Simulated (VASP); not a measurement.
Here is the system:

```
AlNi3
1.0
    3.48472     0.00000     0.00000
    0.00000     3.48472     0.00000
    0.00000     0.00000     3.48472
Al Ni
1 3
Cartesian
  0.00000   0.00000   0.00000
  0.00000   1.74236   1.74236
  1.74236   0.00000   1.74236
  1.74236   1.74236   0.00000
```
Starting moments (μB, in the order of the record's atoms Al Ni Ni Ni): 0.0 0.2 0.2 0.2.

Computed with PBEsol GGA, VASP's PBE PAW potentials (set 64) (plane waves; VASP). Run with 520 eV cut-off, 9×9×9 Γ-centred mesh, first-order Methfessel-Paxton smearing of 0.10 eV, potentials Al Ni.

Question: What does the run give for the cell moment, energy per atom (σ→0), pressure, band gap (on the k-mesh) with the smallest direct gap where there is one?

Answer: 
The band gap (on the k-mesh) is none (metal, semimetal or under 0.01 eV). The cell moment comes out as 0.00 μB and the energy per atom (σ→0) is -6.064 eV/atom. The pressure is 6.19 GPa.

The absolute energy has meaning only against runs of the same code, potentials and settings.

The compound is Ni3Al in the L1_2 structure. This cell is one point of a volume scan, at 0.97 of the reference volume.
